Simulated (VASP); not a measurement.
Output of a VASP run:

**OSZICAR**
```
...
DAV:   7    -0.900263095445E+01    0.46631E-01   -0.22989E-01  1031   0.527E+00    0.124E+00
DAV:   8    -0.899940474013E+01    0.32262E-02   -0.22611E-02  1004   0.230E+00    0.499E-01
DAV:   9    -0.899946453699E+01   -0.59797E-04   -0.18010E-03  1039   0.730E-01    0.214E-01
DAV:  10    -0.899950412866E+01   -0.39592E-04   -0.20381E-04  1139   0.164E-01    0.137E-01
DAV:  11    -0.899952045582E+01   -0.16327E-04   -0.87151E-05   865   0.149E-01    0.113E-01
DAV:  12    -0.899952050896E+01   -0.53144E-07   -0.13990E-05   804   0.314E-02    0.223E-02
DAV:  13    -0.899952044910E+01    0.59866E-07   -0.13615E-06   714   0.797E-03
   1 F= -.33481464E+01 E0= -.33481464E+01  d E =-.334815E+01
       N       E                     dE             d eps       ncg     rms          rms(c)
DAV:   1    -0.162194588655E+02   -0.72199E+01   -0.15133E+02   949   0.246E+02    0.261E+01
DAV:   2    -0.832110325807E+01    0.78984E+01   -0.21614E+01   914   0.186E+02    0.536E+00
DAV:   3    -0.771068682660E+01    0.61042E+00   -0.15443E+00   999   0.254E+01    0.521E+00
DAV:   4    -0.765440127863E+01    0.56286E-01   -0.20372E-01  1067   0.466E+00    0.330E+00
DAV:   5    -0.765012602942E+01    0.42752E-02   -0.21072E-02  1012   0.312E+00    0.839E-01
DAV:   6    -0.765100947223E+01   -0.88344E-03   -0.46605E-03  1196   0.104E+00    0.271E-01
DAV:   7    -0.765114501787E+01   -0.13555E-03   -0.48992E-04  1181   0.350E-01    0.102E-01
DAV:   8    -0.765113244350E+01    0.12574E-04   -0.64881E-05  1082   0.124E-01    0.487E-02
DAV:   9    -0.765113416334E+01   -0.17198E-05   -0.27365E-06   807   0.290E-02    0.231E-02
DAV:  10    -0.765113432412E+01   -0.16078E-06   -0.47549E-07   417   0.120E-02
   2 F= -.30848990E+01 E0= -.30848990E+01  d E =0.263247E+00
       N       E                     dE             d eps       ncg     rms          rms(c)
DAV:   1    -0.115900394707E+02   -0.39389E+01   -0.81213E+01   969   0.261E+02    0.102E+01
DAV:   2    -0.922193254427E+01    0.23681E+01   -0.49275E+00   984   0.551E+01    0.438E+00
DAV:   3    -0.871436922867E+01    0.50756E+00   -0.16988E+00   969   0.328E+01    0.162E+00
DAV:   4    -0.871251796518E+01    0.18513E-02   -0.12103E-01   914   0.422E+00    0.959E-01
DAV:   5    -0.870430520253E+01    0.82128E-02   -0.69431E-03   895   0.883E-01    0.588E-01
DAV:   6    -0.870258989470E+01    0.17153E-02   -0.17330E-03  1064   0.515E-01    0.210E-01
DAV:   7    -0.870255309445E+01    0.36800E-04   -0.52801E-04   974   0.396E-01    0.660E-02
DAV:   8    -0.870253837340E+01    0.14721E-04   -0.73794E-05   929   0.209E-01    0.208E-02
DAV:   9    -0.870253982633E+01   -0.14529E-05   -0.35630E-06   792   0.322E-02    0.138E-02
DAV:  10    -0.870253950023E+01    0.32611E-06   -0.46628E-07   422   0.165E-02
   3 F= -.34624465E+01 E0= -.34624465E+01  d E =-.114300E+00
       N       E                     dE             d eps       ncg     rms          rms(c)
DAV:   1    -0.868924400757E+01    0.13296E-01   -0.31292E-02   959   0.436E+00    0.259E-01
DAV:   2    -0.868810378248E+01    0.11402E-02   -0.23614E-03   989   0.144E+00    0.842E-02
DAV:   3    -0.868791953383E+01    0.18425E-03   -0.51827E-04   984   0.617E-01    0.560E-02
DAV:   4    -0.868791945816E+01    0.75674E-07   -0.31147E-05   784   0.608E-02    0.409E-02
DAV:   5    -0.868791817496E+01    0.12832E-05   -0.35960E-06   879   0.220E-02    0.157E-02
DAV:   6    -0.868791886427E+01   -0.68930E-06   -0.47768E-07   427   0.105E-02
   4 F= -.34626389E+01 E0= -.34626389E+01  d E =-.114493E+00
```

**OUTCAR**
```
------------------------ aborting loop because EDIFF is reached ----------------------------------------
  FORCE on cell =-STRESS in cart. coord.  units (eV):
  Direction    XX          YY          ZZ          XY          YZ          ZX
  --------------------------------------------------------------------------------------
  Total        5.2141013      5.2141013      5.2141013      0.0000000     -0.0000000     -0.0000000
  in kB      199.5721313    199.5721313    199.5721313      0.0000000     -0.0000000     -0.0000000
  external PRESSURE =      -0.4278687 kB  Pullay stress =     200.0000000 kB
  volume of cell :       41.86
      direct lattice vectors                 reciprocal lattice vectors
     0.000000000  2.755836108  2.755836108    -0.181433141  0.181433141  0.181433141
     2.755836108 -0.000000000  2.755836108     0.181433141 -0.181433141  0.181433141
     2.755836108  2.755836108 -0.000000000     0.181433141  0.181433141 -0.181433141
  FREE ENERGIE OF THE ION-ELECTRON SYSTEM (eV)
  ---------------------------------------------------
  free  energy   TOTEN  =        -8.6879188643 eV

  energy  without entropy=       -8.6879188643  energy(sigma->0) =       -8.68791886
  enthalpy is  TOTEN    =        -3.4626388672 eV   P V=        5.2252799971

 reached required accuracy - stopping structural energy minimisation
```
(Selected blocks of OUTCAR.)

**POSCAR**
```
InP
1
    0.0000000000     2.8287954786     2.8287954786
    2.8287954786     0.0000000000     2.8287954786
    2.8287954786     2.8287954786     0.0000000000
In P
1 1
Direct
  0.0000000000   0.0000000000   0.0000000000
  0.2500000000   0.2500000000   0.2500000000
```

Task: Reconstruct the remaining input files.

Result: This is not unique; one that fits is the input of the run itself, PBEsol GGA, plane waves, VASP's PBE PAW potentials (set 64).

**INCAR**
```
ALGO  =  Normal
EDIFF  =  1E-6
EDIFFG  =  -0.02
ENCUT  =  500
GGA  =  PS
IBRION  =  2
ISIF  =  3
ISMEAR  =  0
LASPH  =  .TRUE.
LCHARG  =  .FALSE.
LMAXMIX  =  4
LREAL  =  .FALSE.
LWAVE  =  .FALSE.
NELM  =  100
NSW  =  40
PREC  =  Accurate
PSTRESS  =  200
SIGMA  =  0.05
SYSTEM  =  InP
```

### KPOINTS
```
K-points
0
gamma
8 8 8
0 0 0
```

POTCAR, in this order: In_d P (PBE.64 set). Program: vasp_std.

Energy and stress use the plane-wave basis of the starting cell.

The compound is InP in the zinc blende structure. This run relaxes it under an external pressure of 20 GPa. Symmetry was kept, so distortions that lower it aren't found.
